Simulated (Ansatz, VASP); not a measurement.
# Cross-check of SiC214 between VASP and Ansatz, part 2 of 2

Wanted: the spread between two codes on one cell, functional and k mesh. The cell is taken from a series of runs on this material, whose earlier steps may have relaxed, scaled, displaced or heated it; both programs get it as it stands.

VASP 6.6.1 and Ansatz 0.2.0.

So far: Starting point; Ansatz: single point, LDA.

## (3) VASP: single point, LDA

Level of this step: LDA, spin-polarised from a ferromagnetic start; plane waves and PAW (C, Si) (VASP).

The same cell, functional (in two slightly different forms), mesh and smearing now go to VASP, with its own data sets.

Lines of VASP's logs that name or quote its potential files are left out, and so is its time.

Contents of INCAR:

```
SYSTEM = SiC214
PREC = Accurate
ENCUT = 520
EDIFF = 1E-06
NELM = 200
ISMEAR = -1
SIGMA = 0.01
LREAL = Auto
ALGO = Normal
GGA = PW92
NBANDS = 580
ISPIN = 2
MAGMOM = 0 0 0 0 0 0 0 0 0 0 0 0.01 0 0 0 0 0 0 0 0 0 0 0 0 0 0 0 0 0 0 0 0.01 0 0 0.01 0 0 0 0.01 0.01 0 0 0 0.01 0 0 0 0 0 0 0 0 0 0 0 0 0 0 0 0 0 0 0.01 0 0 0 0.01 0 0 0 0 0 0 0 0 0 0 0 0 0.01 0 0.01 0 0 0 0.01 0 0.01 0 0 0 0.01 0 0 0 0 0 0 0 0 0 0 0 0 0.09 0.01 0.01 0.09 0.09 0.09 0 0.09 0.09 0 0 0.01 0.01 0 0 0 0 0 0.01 0 0 0 0.01 0 0 0 0 0 0 0 0.01 0 0.01 0 0 0 0.01 0 0 0 0 0 0 0 0 0 0 0 0 0 0 0.01 0 0 0 0.01 0 0 0 0 0 0 0 0 0 0 0.01 0 0 0 0.01 0 0 0 0 0 0 0 0.01 0.01 0 0 0 0.01 0 0 0 0 0 0 0 0 0 0 0 0 0 0 0.01 0 0 0 0 0 0 0 0 0 0 0 0.03
LORBIT = 11
LWAVE = .FALSE.
LCHARG = .FALSE.
ISIF = 2
NUPDOWN = 2
LASPH = .TRUE.
GGA_COMPAT = .FALSE.
```

Contents of POSCAR:

```
SiC214
1.0
   10.5952089393      0.0000000000      0.0000000000
    0.0000000000     10.5952089393      0.0000000000
    0.0000000000      0.0000000000     10.5952089393
C Si
214 1
Direct
    0.9999100000      0.9999100000      0.1664400000
    0.0005300000      0.1668400000      0.9994700000
[... 13 atom lines left out ...]
    0.2531200000      0.2531200000      0.5806500000
[... 19 atom lines left out ...]
    0.1665200000      0.5006600000      0.4993400000
    0.0838000000      0.4171300000      0.5828700000
[... 1 atom line left out ...]
    0.2474800000      0.4159100000      0.4130200000
    0.2474800000      0.5869800000      0.5840900000
[... 2 atom lines left out ...]
    0.1692200000      0.3352700000      0.6647300000
[... 3 atom lines left out ...]
    0.2531200000      0.4193500000      0.7468800000
[... 34 atom lines left out ...]
    0.3333200000      0.1648300000      0.3310400000
[... 1 atom line left out ...]
    0.5006600000      0.1665200000      0.4993400000
    0.4171300000      0.0838000000      0.5828700000
    0.4159100000      0.2474800000      0.4130200000
[... 1 atom line left out ...]
    0.5869800000      0.2474800000      0.5840900000
[... 1 atom line left out ...]
    0.3352700000      0.1692200000      0.6647300000
[... 3 atom lines left out ...]
    0.4193500000      0.2531200000      0.7468800000
[... 5 atom lines left out ...]
    0.4995400000      0.4995400000      0.1671300000
    0.4160000000      0.4160000000      0.2498500000
[... 2 atom lines left out ...]
    0.5813900000      0.5813900000      0.2525600000
    0.3329200000      0.3329200000      0.4898300000
    0.3296900000      0.5007500000      0.3308100000
    0.5007500000      0.3296900000      0.3308100000
    0.4064900000      0.5837400000      0.4162600000
    0.5837400000      0.4064900000      0.4162600000
    0.5837400000      0.5837400000      0.5935100000
    0.3352700000      0.3352700000      0.8307800000
    0.3329200000      0.5101700000      0.6670800000
    0.5101700000      0.3329200000      0.6670800000
    0.5006600000      0.5006600000      0.8334800000
    0.4171300000      0.4171300000      0.9162000000
    0.4159100000      0.5869800000      0.7525200000
    0.5869800000      0.4159100000      0.7525200000
[... 9 atom lines left out ...]
    0.3296900000      0.6691900000      0.4992500000
[... 1 atom line left out ...]
    0.4973100000      0.6635400000      0.3364600000
    0.4995400000      0.8328700000      0.5004600000
    0.4160000000      0.7501500000      0.5840000000
[... 1 atom line left out ...]
    0.5813900000      0.7474400000      0.4186100000
[... 1 atom line left out ...]
    0.3333200000      0.6689600000      0.8351700000
[... 1 atom line left out ...]
    0.5007500000      0.6691900000      0.6703100000
[... 37 atom lines left out ...]
    0.6691900000      0.3296900000      0.4992500000
    0.6635400000      0.4973100000      0.3364600000
[... 1 atom line left out ...]
    0.8328700000      0.4995400000      0.5004600000
    0.7501500000      0.4160000000      0.5840000000
    0.7474400000      0.5813900000      0.4186100000
[... 3 atom lines left out ...]
    0.6691900000      0.5007500000      0.6703100000
[... 14 atom lines left out ...]
    0.6635400000      0.6635400000      0.5026900000
[... 15 atom lines left out ...]
    0.4583300000      0.4583300000      0.5416700000
```

Contents of KPOINTS:

```
Automatic mesh
0
Gamma
1 1 1
0 0 0
```

The projector-augmented-wave data sets are C and Si (LDA family, release 64).

Launch:

```
export OMP_NUM_THREADS=3
mpirun -np 1 vasp_gam
```

Numbers of over 12 decimals in the logs are rounded to 6 here.

Output:

```text
[banner, memory and clock lines left out]
running    1 mpi-ranks, on    1 nodes
[...]
Offloading initialized ...    1 GPUs detected
[...]
|                                                                             |
|               ----> ADVICE to this user running VASP <----                  |
|                                                                             |
|     You enforced a specific xc type in the INCAR file but a different       |
|     [... a line on the potential file left out ...]
|     I HOPE YOU KNOW WHAT YOU ARE DOING!                                     |
|                                                                             |

 LDA part: xc-table for (Slater(with rela. corr.)+PW92), standard interpolation
 POSCAR, INCAR and KPOINTS ok, starting setup
[...]
entering main loop
       N       E                     dE             d eps       ncg     rms          rms(c)
DAV:   1     0.595353157372E+04    0.59535E+04   -0.52584E+05  2320   0.155E+03
DAV:   2    -0.167278591530E+04   -0.76263E+04   -0.71440E+04  3048   0.355E+02
DAV:   3    -0.224828833246E+04   -0.57550E+03   -0.56935E+03  2920   0.932E+01
DAV:   4    -0.226139292608E+04   -0.13105E+02   -0.13049E+02  2896   0.154E+01
[...]
DAV:  13    -0.216784456494E+04   -0.82729E-05   -0.17466E-05  2864   0.678E-03    0.354E-02
DAV:  14    -0.216784456831E+04   -0.33629E-05   -0.61632E-06  2672   0.560E-03    0.946E-03
DAV:  15    -0.216784456894E+04   -0.63838E-06   -0.44099E-06  2424   0.277E-03
   1 F= -.21678446E+04 E0= -.21678446E+04  d E =-.107365E-10  mag=     2.0000
```

Parts of OUTCAR (step 3):

```text
 magnetization (x)
# of ion       s       p       d       tot
------------------------------------------
    1        0.000   0.003   0.000   0.003
    2        0.000   0.002   0.000   0.002
    3        0.000   0.002   0.000   0.002
    4        0.000   0.003   0.000   0.003
    5        0.000   0.002   0.000   0.002
    6       -0.000   0.001   0.000   0.001
[...]
213        0.000   0.003   0.000   0.003
  214        0.000   0.003   0.000   0.003
  215       -0.004  -0.010   0.000  -0.014
--------------------------------------------------
tot          0.082   1.288   0.000   1.370
```

The run ends at a pressure of 2.13 GPa, with forces up to 0.45 eV/Å.

## (4) Side by side

Known differences besides the potentials themselves: VASP starts from the moments at which Ansatz ended; the two LDA forms differ slightly; the cutoff is 420 eV in Ansatz and 520 eV in VASP (PREC = Accurate, projectors in real space); VASP's log shows a relativistic correction to its local exchange, Ansatz's none; site moments are counted in spheres of each program's own size. Total energies have different zeros and are not compared.

The two programs side by side:

| quantity | Ansatz | VASP | difference |
| --- | --- | --- | --- |
| total moment, fixed by the input (μB) | 2.00 | 2.00 | 0.00 |
| moment on C105 (μB) | 0.09 | 0.12 | -0.03 |
| moment on C113 (μB) | 0.09 | 0.12 | -0.03 |
| moment on C109 (μB) | 0.09 | 0.12 | -0.03 |
| moment on C110 (μB) | 0.09 | 0.12 | -0.03 |
| moment on C108 (μB) | 0.09 | 0.12 | -0.03 |
| moment on C112 (μB) | 0.09 | 0.12 | -0.03 |

Forces on 10 of the 215 atoms, those with the largest forces and the largest differences (eV/Å; atoms numbered as in POSCAR):

| atom | Ansatz x, y, z | VASP x, y, z |
| --- | --- | --- |
| C39 | 0.171, 0.412, -0.041 | 0.157, 0.421, -0.033 |
| C40 | 0.171, 0.041, -0.412 | 0.157, 0.033, -0.421 |
| C86 | 0.412, 0.171, -0.041 | 0.421, 0.157, -0.033 |
| C88 | 0.041, 0.171, -0.412 | 0.033, 0.157, -0.421 |
| C105 | -0.312, -0.312, 0.039 | -0.307, -0.307, 0.061 |
| C107 | -0.412, -0.041, 0.171 | -0.416, -0.044, 0.164 |
| C112 | -0.312, -0.039, 0.312 | -0.307, -0.061, 0.307 |
| C113 | -0.039, -0.312, 0.312 | -0.061, -0.307, 0.307 |
| C116 | 0.412, 0.041, -0.171 | 0.421, 0.033, -0.157 |
| C117 | 0.041, 0.412, -0.171 | 0.033, 0.421, -0.157 |

The forces differ by 5.2 meV/Å r.m.s., which is 3.7 % of the r.m.s. force of 0.141 eV/Å (both taken over all components).

## (5) Outcome

```json
{"r.m.s. force difference (single point, LDA)": "5.2 meV/Å"}
```

In words: The r.m.s. force difference is 5.2 meV/Å (single point, LDA), within the 12 meV/Å picked in this series as the mark of a large difference. Such differences can come from data sets, numerical settings and the points named under the comparisons, not from the functional's error against experiment.

[Lines on the potential files, build, host, timing and source positions are cut from VASP's logs without a mark.]

[Logs are printed without paths, hosts, clocks, repeated set-up lines and the standing remarks that a program may print on its own settings, such as how far it seeks lower states.]

[Hosts, paths, dates, database ids (printed as entryN), source tags and the programs' standing remarks are cut or masked in the printed files.]
